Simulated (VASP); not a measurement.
Consider the following.

```
CELL_PARAMETERS angstrom
      1.27533    -2.20894     0.00000
      1.27533     2.20894     0.00000
      0.00000     0.00000     4.21965
ATOMIC_POSITIONS crystal
  B  0.66667 0.33333 0.50034
  B  0.33333 0.66667 0.00034
  N  0.66667 0.33333 0.87466
  N  0.33333 0.66667 0.37466
```

These are vdW-DF-cx, VASP's PBE PAW potentials (set 64) (plane waves; VASP) values and carry that method's errors. Settings: 520 eV cut-off, 11×11×6 Γ-centred mesh, tetrahedra with Blöchl corrections, potentials B N.

The cores are frozen, which limits the accuracy of field gradients.

Problem. Give the principal components of the electric field gradient (V/Å²) and the asymmetry η at each nucleus.

Solution. 
```tsv
atom	Vxx	Vyy	Vzz	η
B1	-0.4	-0.4	0.8	0.00
B2	-0.4	-0.4	0.8	0.00
N3	-2.4	-2.4	4.7	0.00
N4	-2.4	-2.4	4.7	0.00
```

The compound is BN in the wurtzite structure, a metastable high-pressure form. It was relaxed first.
